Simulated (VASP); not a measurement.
VASP ran on this input.

### POSCAR
```
RuAl
3.0260450
  1.0000001224   0.0000000000   0.0000000000
  0.0000000000   1.0000001224   0.0000000000
  0.0000000000   0.0000000000   1.0000001224
Al Ru
1 1
Cart
  0.5000000612   0.5000000612   0.5000000612
  0.0000000000   0.0000000000   0.0000000000
```

**KPOINTS**
```
Automatic mesh
0
Gamma
12 12 12
0 0 0
```

INCAR:
```
! general
SYSTEM   = RuAl
PREC     = Accurate
ENCUT    = 520
LREAL    = .False.   ! projection in real space or not
LASPH    = .True.

! electronic loop
EDIFF    = 1E-7   ! SCF stop (eV)
NELM     = 100
ALGO     = Normal   ! blocked Davidson
LMAXMIX  = 4

! smearing
ISMEAR   = 1   ! Methfessel-Paxton
SIGMA    = 0.1   ! width (eV)

! functional
GGA      = ML
LUSE_VDW = .True.
AGGAC    = 0.0
ZAB_VDW  = -1.8867

! ions
ISIF     = 2

! output
LWAVE    = .False.
LCHARG   = .False.
```

POTCAR, in this order: Al Ru_pv (PBE.64 set). Program: vasp_std.

Problem. Write an equivalent input for Quantum ESPRESSO's pw.x.

Solution. One equivalent input (not run):
```
&CONTROL
  calculation = 'scf'
  pseudo_dir = './pseudo'
  outdir = './out'
  tprnfor = .true.
  tstress = .true.
/
&SYSTEM
  ibrav = 0
  nat = 2
  ntyp = 2
  ecutwfc = 84
  occupations = 'smearing'
  smearing = 'methfessel-paxton'
  degauss = 0.00735
  input_dft = 'vdw-df2'
/
&ELECTRONS
  conv_thr = 7.3e-09
  electron_maxstep = 100
/
ATOMIC_SPECIES
  Al 26.982 Al.upf
  Ru 101.070 Ru.upf
CELL_PARAMETERS angstrom
     3.0260454    0.0000000    0.0000000
     0.0000000    3.0260454    0.0000000
     0.0000000    0.0000000    3.0260454
ATOMIC_POSITIONS crystal
  Al   0.5000000  0.5000000  0.5000000
  Ru   0.0000000  0.0000000  0.0000000
K_POINTS automatic
  12 12 12 0 0 0
```
The two are equivalent in intent, not identical: the potentials are each code's own (VASP's PAW set, PseudoDojo norm-conserving files in pw.x), so ENCUT and ecutwfc are chosen apart and not converted; conv_thr bounds pw.x's estimated SCF error, while EDIFF bounds the energy change between steps.

The compound is RuAl in the CsCl type structure. This cell is one point of a volume scan, at 0.97 of the reference volume.
